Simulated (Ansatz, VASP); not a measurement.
## Cross-check of P (black phosphorene bilayer, AB) between VASP and Ansatz

Aim: how closely do two programs agree when they are given the same cell, functional and k mesh? The structure shown is the end of the Ansatz relaxation below.

Program: Ansatz 0.2.0. Level of theory: plane waves, with VASP 6.6.1 beside it; single point at PBEsol with D3(BJ). Results are calculated unless marked as measured.

## Step 1: Set-up

The cell holds 8 atoms: 8 P. Its edges and angles: a = 3.995 Å, b = 3.314 Å, c = 39.160 Å, α = 90.0°, β = 90.0°, γ = 90.0°. Vacuum lies along c. The height across the vacuum is the one that the program set for its solve, not the one typed.

## Step 2: Ansatz: relaxation, PBEsol with D3(BJ)

Ansatz runs on its default PAW (the set named soft_2) files.

This run makes the geometry at which the two programs are then compared.

Contents of input.yaml:

```yaml
crystal:
  lattice:
    - [4.62, 0.0, 0.0]
    - [0.0, 3.3, 0.0]
    - [0.0, 0.0, 25.68]
  atoms:
    - { symbol: P, position: [0.09, 0.0, 0.3504672897] }
    - { symbol: P, position: [0.41, 0.5, 0.3543613707] }
    - { symbol: P, position: [0.91, 0.0, 0.437694704] }
    - { symbol: P, position: [0.59, 0.5, 0.4338006231] }
    - { symbol: P, position: [0.09, 0.5, 0.562305296] }
    - { symbol: P, position: [0.41, 0.0, 0.5661993769] }
    - { symbol: P, position: [0.91, 0.5, 0.6495327103] }
    - { symbol: P, position: [0.59, 0.0, 0.6456386293] }
  periodic: [true, true, false]
kpoints:
  mp_grid: { grid: [8, 10, 1] }
hamiltonian:
  xc: pbesol
  dispersion: d3bj
scf:
  occupations: { method: fermi_dirac, width: 0.05 }
  convergence: { dr2_threshold: 1.0e-09 }
relax:
  f_tol: 0.004
  max_steps: 90
  cell: {}
output:
  write_potential: true
  write_density: true
  volumetric_format: npy
```

Launch:

```console
$ ansatz run input.yaml --threads 2 --pin off --max-ram 3072MiB --backend cpu --events-out ev --progress --plain --runs-dir out
```

Numbers of over 12 decimals in the logs are rounded to 6 here.

Output:

```text
Warning: crystal.periodic: the lattice vector that does not repeat stood 0.000° off the slab's normal, 25.680 Å along it as the deck builds it. The run solves the slab on a vector along the normal, 39.160 Å long, with every atom where it was (on the deck's vector they left 18.00 Å outside them, and the widest stretch free of ions among them is 3.20 Å). A fractional position that the run reports is one of the run's ce [...]
Warning: relax.cell: scf.convergence.dr2_threshold = 1e-9 eV is looser than the 2.55932515685e-10 eV advised for a relaxation that steers and ends on the stress (1e-10 eV for each atom of the cell: 8, times the square of relax.cell.stress_2d_tol = 0.05 N/m over 17.7 Å (the atoms' height at the walk's start and 5 Å past either face), 2.828e-2 GPa, over a crystal's default 0.05). What an SCF threshold leaves in a stress goes as its square root, and in the free energy as the threshold itself, and one threshold admits the most on a small cell: [figures from the program's tests cut] Set scf.convergence.dr2_threshold to 2.55932515685e-10 eV or tighter. [rest of the remark cut]
crystal.periodic: the lattice vector that does not repeat stood 0.000° off the slab's normal, 25.680 Å along it as the deck builds it. The run solves the slab on a vector along the normal, 39.160 Å long, with every atom where it was (on the deck's vector they left 18.00 Å outside them, and the widest stretch free of ions among them is 3.20 Å). A fractional position that the run reports is one of the run's cell, which [...]
Engine: ansatz 0.2.0, x86_64-unknown-linux-gnu
Pseudopotentials: kind: paw
Pseudopotential: P, paw, valence charge 5, recommended cutoff 420 eV (normal), P.paw.azcp
Functional definition: PBEsol
  exchange = pbesol_x
  correlation = pbesol_c
Crystal: 8 atoms, lattice volume = 597.033 Å³
Basis set: ecut = 420 eV, 11791 PW (Γ), exchange–correlation on 64×48×540 points (8 copies of the dense FFT grid, shifted against one another)
Bands: 28, of which v1, the nominal top of the filled ones, is band 20 counted from 1 (19 counted from 0)
Symmetry: 4 space group operations
[...]
SCF iter   4: F=—  HF=-5922.073690 eV  |F-HF|=—  |Δ(HF+E_count)|=   4.38e-6  Δρ=1.57e-5  dr2=6.07e-6  ethr=1.17e-7  ⟨swp⟩=1.8  Hψ=1039  notcnv=0
SCF iter   5: F=—  HF=-5922.073690 eV  |F-HF|=—  |Δ(HF+E_count)|=   5.94e-9  Δρ=3.49e-6  dr2=2.15e-7  ethr=1.52e-8  ⟨swp⟩=2.5  Hψ=1500  notcnv=0
SCF iter   6: F=—  HF=-5922.073717 eV  |F-HF|=—  |Δ(HF+E_count)|=   2.73e-5  Δρ=9.93e-7  dr2=5.13e-9  ethr=5.37e-10  ⟨swp⟩=3.4  Hψ=1817  notcnv=0
SCF iter   7: F=-5922.073717 eV  HF=-5922.073717 eV  |F-HF|=9.73e-10  |Δ(HF+E_count)|=   1.42e-9  Δρ=2.62e-7  dr2=5.97e-10  ethr=2.50e-12  ⟨swp⟩=12.9  Hψ=7709  notcnv=0
SCF 11 converged in 7 iterations: F = -5922.073717 eV  dr2 = 5.97e-10
  greatest PAW one-centre occupation: 0.808 electrons in one spin orbital (limit 2), on the P atom at site 4 (counted from 0), in its partial waves of l = 0
relax step  11: F+E_penalty+E_count = -5922.07371748 eV  Δ(F+E_penalty+E_count) = -1.570e-4 eV  max|allowed force component| = 7.401e-3 eV/Å  Δτ_max = 0.0077 Å  P = -0.024 N/m  Ω = 518.568 Å³  energy of the carried Pulay correction = +4.185e-3 eV  fix = [c, alpha, beta]  reactions: c -0.000 N/m; beta +0.000 N/m/rad  (7 SCF iters, accepted)
[...]
relax step  12: F+E_penalty+E_count = -5922.07373582 eV  Δ(F+E_penalty+E_count) = -1.834e-5 eV  max|allowed force component| = 3.145e-3 eV/Å  Δτ_max = 0.0051 Å  P = -0.009 N/m  Ω = 518.484 Å³  energy of the carried Pulay correction = +4.189e-3 eV  fix = [c, alpha, beta]  reactions: c -0.000 N/m; beta +0.000 N/m/rad  (7 SCF iters, accepted)
[...]
relax step  13: F+E_penalty+E_count = -5922.07202280 eV  Δ(F+E_penalty+E_count) = +1.713e-3 eV  max|allowed force component| = 2.850e-3 eV/Å  Δτ_max = 0.0000 Å  P = -0.025 N/m  Ω = 518.484 Å³  fix = [c, alpha, beta]  reactions: c +0.000 N/m; beta +0.000 N/m/rad  stress off target by 3.25e-2 N/m on what of the cell is left free  SCF on the basis re-selected at this cell (its energy is not comparable with the rows above)  (4 SCF iters)
basis re-selected at this cell: Δ(F+E_penalty+E_count) = +1.713e-3 eV, ΔP = -0.016 N/m vs the last step (what re-selecting the basis moved, of the pressure what is left beyond the Pulay correction that the steps carried, after the strain that the cell walked since its last selection, with what the two solves' SCF thresholds leave and, on support functions, any second-order correction that the steps lacked; it is no measure of the basis error at this ecutwfc). The dense FFT grid was sized anew with the basis: this SCF ran on 27×24×270 points, the steps before it on 32×24×270, so part of this shift can come from that change (see relax.cell in the input reference). [rest of the remark cut]
SCF converged after 4 iterations
Free energy (F): -5922.072023 eV
Harris-Foulkes:  -5922.072023 eV  (|F-HF|=7.77e-10)
Internal energy: -5922.066703 eV  (E = F + TS)
E sigma→0 (E₀):  -5922.069363 eV
Entropy (-TS):   -0.005319 eV (-0.665 meV/atom)
Fermi energy:    -4.372344 eV
--- Per-component energies (eV) ---
  E_band       = -448.732875
  E_kinetic    = 565.786386
  E_local      = -72745.065992  (includes V_loc(G=0)·N_el)
  E_nonlocal   = 272.836923
  E_hartree    = 36003.164005
  E_xc         = -489.436818
  E_vxc        = -487.426739  (∫ρ·V_xc dr)
  E_paw        = -4432.961953  (= ΣΔE_a)
  E_vpaw       = -61.186849  (= ΣTr[D̂ρ^β])
  E_aug_tail   = 0.000025  (compensation charges beyond the density's cutoff)
  E_ewald      = 34905.348553
  E_disp       = -2.106602  (pairwise vdW)
  E_core_change = 0.368769  (= ΣΔE_core)
  E_smearing   = -0.005319  (= −TS)
  E_closure    = 0.000000  (closes the sum)
  Σ components = -5922.072023   (vs F -5922.072023, Δ=0.00e0)
--- Forces (eV/Å), atoms counted from 1 ---
  atom   1  P     -0.00034411    -0.00000000    -0.00127144
  atom   2  P      0.00122703     0.00000000     0.00021752
  atom   3  P     -0.00284951     0.00000000     0.00152618
  atom   4  P      0.00019920    -0.00000000     0.00049862
  atom   5  P      0.00284951    -0.00000000    -0.00152618
  atom   6  P     -0.00019920     0.00000000    -0.00049862
  atom   7  P      0.00034411     0.00000000     0.00127144
  atom   8  P     -0.00122703    -0.00000000    -0.00021752
  max |Σ_I F_I| component: 5.42e-20 eV/Å
--- 2D stress c σ (N/m, compression-positive) ---
       -0.032476      -0.000000      -0.000000
       -0.000000      -0.016770      -0.000000
       -0.000000      -0.000000      -0.000000
  P = ½ c Tr σ = -0.0246 N/m
--- Band table (eV; the first three rows and the last of 30) ---
  k-point 0: bands = [... 16 lower, -7.0459, -6.6589, -5.2054, -4.7526, -4.0890, -3.9152, -3.3794, -3.3586, ... 4 higher]
  k-point 1: bands = [... 16 lower, -7.1266, -7.1057, -5.0924, -4.6391, -4.2618, -3.2593, -2.9911, -2.5493, ... 4 higher]
  k-point 2: bands = [... 16 lower, -6.9757, -6.8598, -5.1982, -4.9436, -4.3067, -3.1390, -2.7769, -2.5309, ... 4 higher]
  k-point 29: bands = [... 16 lower, -6.8193, -6.8193, -6.8134, -6.8134, -2.5045, -2.5045, -2.4993, -2.4993, ... 4 higher]
  the weakly bound empty levels are not read free of the cell's end (no_gap_told)
--- Relaxed structure (12 steps of the walk, 11 accepted, 1 SCFs on fresh bases) ---
  F+E_penalty+E_count = -5922.07202280 eV   max|allowed force component| = 2.850e-3 eV/Å   (the final SCF, on the basis selected at the relaxed cell)
  cell:  # Å, volume = 518.4844 Å³
    - [3.994888, 0.0, 0]
    - [0.0, 3.314274, 0.0]
    - [0, 0.0, 39.160000]
  atoms:
    - { symbol: P, position: [0.066177, 0.0, 0.237008] }
    - { symbol: P, position: [0.434727, 0.500000, 0.237019] }
    - { symbol: P, position: [0.936558, 0.0, 0.292795] }
    - { symbol: P, position: [0.564471, 0.500000, 0.292809] }
    - { symbol: P, position: [0.063442, 0.500000, 0.362976] }
    - { symbol: P, position: [0.435529, 0.0, 0.362962] }
    - { symbol: P, position: [0.933823, 0.500000, 0.418764] }
    - { symbol: P, position: [0.565273, 0.0, 0.418752] }
```

Reading the cycles: dr2 is the Hartree energy of the density residual (eV), the measure of convergence; HF is the Harris–Foulkes estimate of the energy, which meets the free energy F at convergence.

## Step 3: VASP: single point, PBEsol with D3(BJ)

The same cell, functional, mesh and smearing now go to VASP, with its own data sets.

Lines of VASP's logs that name or quote its potential files are left out, and so is its time.

Contents of INCAR:

```
SYSTEM = P
PREC = Accurate
ENCUT = 400
EDIFF = 1E-06
NELM = 120
ISMEAR = -1
SIGMA = 0.05
LREAL = .FALSE.
ALGO = Normal
GGA = PS
IVDW = 12
NBANDS = 28
LORBIT = 11
LWAVE = .FALSE.
LCHARG = .FALSE.
ISIF = 2
LDIPOL = .TRUE.
IDIPOL = 3
DIPOL = 0.5 0.5 0.328
LVHAR = .TRUE.
LASPH = .TRUE.
GGA_COMPAT = .FALSE.
NELMDL = -8
KPAR = 2
```

Contents of POSCAR:

```
P
1.0
    3.9948875970      0.0000000000      0.0000000000
    0.0000000000      3.3142742506      0.0000000000
    0.0000000000      0.0000000000     39.1600000020
P
8
Direct
    0.0661769463      0.0000000000      0.2370075398
    0.4347268930      0.5000000000      0.2370190203
    0.9365578339      0.0000000000      0.2927953854
    0.5644708540      0.5000000000      0.2928094761
    0.0634421661      0.5000000000      0.3629758096
    0.4355291460      0.0000000000      0.3629617190
    0.9338230537      0.5000000000      0.4187636552
    0.5652731070      0.0000000000      0.4187521747
```

Contents of KPOINTS:

```
Automatic mesh
0
Gamma
8 10 1
0 0 0
```

Potentials, in the order of the species: P (PBE family, release 64).

Launch:

```console
$ mpirun -np 2 vasp_std
```

Output:

```text
[banner, memory and clock lines left out]
running    2 mpi-ranks, on    1 nodes
 distrk:  each k-point on    1 cores,    2 groups
 distr:  one band on    1 cores,    1 groups

 POSCAR found type information on POSCAR P
 POSCAR found :  1 types and       8 ions
|                                                                             |
|               ----> ADVICE to this user running VASP <----                  |
|                                                                             |
|     You enforced a specific xc type in the INCAR file but a different       |
|     [... a line on the potential file left out ...]
|     I HOPE YOU KNOW WHAT YOU ARE DOING!                                     |
|                                                                             |

 LDA part: xc-table for (Slater+PW92), standard interpolation
 POSCAR, INCAR and KPOINTS ok, starting setup
 FFT: planning ... GRIDC
 FFT: planning ... GRID_SOFT
 FFT: planning ... GRID
 WAVECAR not read
 entering main loop
       N       E                     dE             d eps       ncg     rms          rms(c)
DAV:   1     0.271573135534E+03    0.27157E+03   -0.11668E+04  1680   0.845E+02
DAV:   2    -0.126392087626E+02   -0.28421E+03   -0.27607E+03  2568   0.187E+02
DAV:   3    -0.451568684537E+02   -0.32518E+02   -0.32294E+02  1992   0.705E+01
DAV:   4    -0.461524679988E+02   -0.99560E+00   -0.98876E+00  2484   0.148E+01
DAV:   5    -0.461740217713E+02   -0.21554E-01   -0.21528E-01  2564   0.196E+00
DAV:   6    -0.461745622746E+02   -0.54050E-03   -0.54035E-03  2576   0.280E-01
DAV:   7    -0.461745825699E+02   -0.20295E-04   -0.20294E-04  2576   0.434E-02
DAV:   8    -0.461745832669E+02   -0.69698E-06   -0.69665E-06  2188   0.692E-03    0.146E+01
DAV:   9    -0.458929534446E+02    0.28163E+00   -0.18250E-01  1968   0.188E+00    0.854E+00
DAV:  10    -0.457704613608E+02    0.12249E+00   -0.29903E-01  2160   0.239E+00    0.413E-01
DAV:  11    -0.457693209761E+02    0.11404E-02   -0.33949E-02  2044   0.902E-01    0.310E-01
DAV:  12    -0.457691366465E+02    0.18433E-03   -0.14571E-03  2460   0.186E-01    0.210E-01
DAV:  13    -0.457685620381E+02    0.57461E-03   -0.95673E-04  2004   0.138E-01    0.150E-01
DAV:  14    -0.457682692510E+02    0.29279E-03   -0.39764E-04  2176   0.817E-02    0.500E-02
[...]
DAV:  21    -0.457688668488E+02   -0.51920E-04   -0.27736E-06  1584   0.480E-03    0.350E-03
DAV:  22    -0.457688800253E+02   -0.13177E-04   -0.17779E-07  1368   0.184E-03    0.183E-03
DAV:  23    -0.457689049316E+02   -0.24906E-04   -0.12345E-06  1448   0.204E-03    0.153E-03
DAV:  24    -0.457689100029E+02   -0.50714E-05   -0.93716E-08  1312   0.835E-04    0.416E-04
DAV:  25    -0.457689171127E+02   -0.71098E-05   -0.32372E-07  1320   0.910E-04    0.740E-04
DAV:  26    -0.457689181771E+02   -0.10644E-05   -0.26743E-08  1116   0.372E-04    0.248E-04
DAV:  27    -0.457689192628E+02   -0.10857E-05   -0.30113E-08  1192   0.307E-04    0.228E-04
DAV:  28    -0.457689197098E+02   -0.44707E-06   -0.83350E-09  1024   0.202E-04
   1 F= -.47875707E+02 E0= -.47872929E+02  d E =-.555582E-02
```

Parts of OUTCAR (step 3):

```text
ion  position               nearest neighbor table
   1  0.066  0.000  0.237-   2 2.22   2 2.22   3 2.25
   2  0.435  0.500  0.237-   1 2.22   1 2.22   4 2.25
   3  0.937  0.000  0.293-   4 2.23   4 2.23   1 2.25
   4  0.564  0.500  0.293-   3 2.23   3 2.23   2 2.25
   5  0.063  0.500  0.363-   6 2.23   6 2.23   7 2.25
   6  0.436  0.000  0.363-   5 2.23   5 2.23   8 2.25
   7  0.934  0.500  0.419-   8 2.22   8 2.22   5 2.25
   8  0.565  0.000  0.419-   7 2.22   7 2.22   6 2.25

  LATTYP: Found a simple orthorhombic cell.
 ALAT       =     3.3142742506
 B/A-ratio  =     1.2053581855
 C/A-ratio  =    11.8155581105

 Subroutine GETGRP returns: Found  4 space group operations
 (whereof  2 operations were pure point group operations)

The static configuration has the point symmetry C_1h.
 The point group associated with its full space group is C_2h.

 Found     30 irreducible k-points:

   k-points           NKPTS =     30   k-points in BZ     NKDIM =     30   number of bands    NBANDS=     28

   dimension x,y,z NGX =    28 NGY =   24 NGZ =  256
   dimension x,y,z NGXF=    56 NGYF=   48 NGZF=  512

   ENCUT  =  400.0 eV  29.40 Ry    5.42 a.u.   6.51  5.40 63.86*2*pi/ulx,y,z

   NELECT =      40.0000    total number of electrons

 k-points in reciprocal lattice and weights: Automatic mesh
   0.00000000  0.00000000  0.00000000       0.013
   0.12500000  0.00000000  0.00000000       0.025
   0.25000000  0.00000000  0.00000000       0.025
   0.37500000  0.00000000  0.00000000       0.025
   0.50000000  0.00000000  0.00000000       0.013
   0.00000000  0.10000000  0.00000000       0.025
   0.12500000  0.10000000  0.00000000       0.050
   0.25000000  0.10000000  0.00000000       0.050
   0.37500000  0.10000000  0.00000000       0.050
[...]
0.37500000  0.50000000  0.00000000       0.025
   0.50000000  0.50000000  0.00000000       0.013

 dipolmoment           0.000000      0.000000      0.000003 electrons x Angstroem

 average (electrostatic) potential at core
       1 -90.4977       2 -90.4973       3 -90.6103       4 -90.6101       5 -90.6103
       6 -90.6101       7 -90.4977       8 -90.4973

 E-fermi :  -1.1619

 k-point     1 :       0.0000    0.0000    0.0000
  band No.  band energies     occupation
    ...
     16      -4.0230      2.00000
     17      -3.8243      2.00000
     18      -3.4353      2.00000
     19      -2.0021      2.00000
     20      -1.5388      1.99894
     21      -0.8935      0.00928
     22      -0.6801      0.00013
     23      -0.1477      0.00000
     24      -0.1427      0.00000
     25       0.9726      0.00000
    ...

 k-point     2 :       0.1250    0.0000    0.0000
  band No.  band energies     occupation
    ...
     16      -3.4488      2.00000
     17      -3.1702      2.00000
     18      -3.0521      2.00000
     19      -2.5537      2.00000
     20      -1.7972      1.99999
     21      -0.8704      0.00586
     22      -0.3305      0.00000
     23      -0.1100      0.00000
     24       0.3665      0.00000
     25       0.8689      0.00000
    ...

 k-point     3 :       0.2500    0.0000    0.0000
  band No.  band energies     occupation
    ...
     16      -3.5445      2.00000
     17      -3.4291      2.00000
     18      -2.4546      2.00000
     19      -1.7530      1.99999
     20      -1.6935      1.99995
     21      -0.6838      0.00014
     22       0.2950      0.00000
     23       0.4303      0.00000
     24       0.5204      0.00000
     25       0.5456      0.00000
    ...

 Edisp (eV)   -2.10679

  Total       0.00154    -0.00815    -0.12967     0.00000     0.00000     0.00086
  in kB       0.00477    -0.02518    -0.40069     0.00000     0.00000     0.00265
  external pressure =       -0.14 kB  Pullay stress =        0.00 kB

  energy-cutoff  :      400.00
  volume of cell :      518.48
      direct lattice vectors                 reciprocal lattice vectors
     3.994887597  0.000000000  0.000000000     0.250319934  0.000000000  0.000000000
     0.000000000  3.314274251  0.000000000     0.000000000  0.301725182  0.000000000
     0.000000000  0.000000000 39.160000002     0.000000000  0.000000000  0.025536261

 POSITION                                       TOTAL-FORCE (eV/Angst)
 -----------------------------------------------------------------------------------
      0.26437      0.00000      9.28122         0.021816      0.000000      0.017350
      1.73669      1.65714      9.28166        -0.020959      0.000000      0.018797
      3.74144      0.00000     11.46587        -0.028529      0.000000     -0.025944
      2.25500      1.65714     11.46642         0.025829      0.000000     -0.026941
      0.25344      1.65714     14.21413         0.028529      0.000000      0.025944
      1.73989      0.00000     14.21358        -0.025829      0.000000      0.026941
      3.73052      1.65714     16.39878        -0.021816      0.000000     -0.017350
      2.25820      0.00000     16.39834         0.020959      0.000000     -0.018797
 -----------------------------------------------------------------------------------
    total drift:                                0.000000     -0.000000      0.000054

  FREE ENERGIE OF THE ION-ELECTRON SYSTEM (eV)
  ---------------------------------------------------
  free  energy   TOTEN  =       -47.8757073870 eV

  energy  without entropy=      -47.8701515705  energy(sigma->0) =      -47.87292948

 vacuum level on the upper side and lower side of the slab         3.192         3.192

 total charge
# of ion       s       p       d       tot
------------------------------------------
    1        1.081   1.376   0.000   2.457
    2        1.081   1.376   0.000   2.457
    3        1.083   1.362   0.000   2.445
    4        1.083   1.362   0.000   2.445
    5        1.083   1.362   0.000   2.445
    6        1.083   1.362   0.000   2.445
    7        1.081   1.376   0.000   2.457
    8        1.081   1.376   0.000   2.457
--------------------------------------------------
tot          8.656  10.950   0.000  19.606

[... 3 further parts left out ...]
```

## Step 4: Side by side

Known differences besides the potentials themselves: Ansatz cuts the interaction across the vacuum, VASP repeats the sheet with a dipole correction; the cutoff is 420 eV in Ansatz and 400 eV in VASP; Ansatz makes its cores anew for this functional, VASP keeps those of its PBE data sets. Total energies have different zeros and are not compared.

At this near-relaxed geometry the largest component of a force difference is 27 meV/Å. With vacuum in the cell, a pressure given here is an average over mostly empty space and none of the material.

## Step 5: Outcome

* r.m.s. force difference (single point, PBEsol with D3(BJ)): 19 meV/Å

**Reading.** The r.m.s. force difference is 19 meV/Å (single point, PBEsol with D3(BJ)), beyond the 12 meV/Å picked in this series as the mark of a large difference. What causes the difference of the single point, PBEsol with D3(BJ) pair stays open here. How closely two codes agree says nothing of how well the functional describes the real material.

[Lines on the potential files, build, host, timing and source positions are cut from VASP's logs without a mark.]

[Logs are printed without paths, hosts, clocks, repeated set-up lines and the standing remarks that a program may print on its own settings, such as how far it seeks lower states.]

[Hosts, paths, dates, database ids (printed as entryN), source tags and the programs' standing remarks are cut or masked in the printed files.]
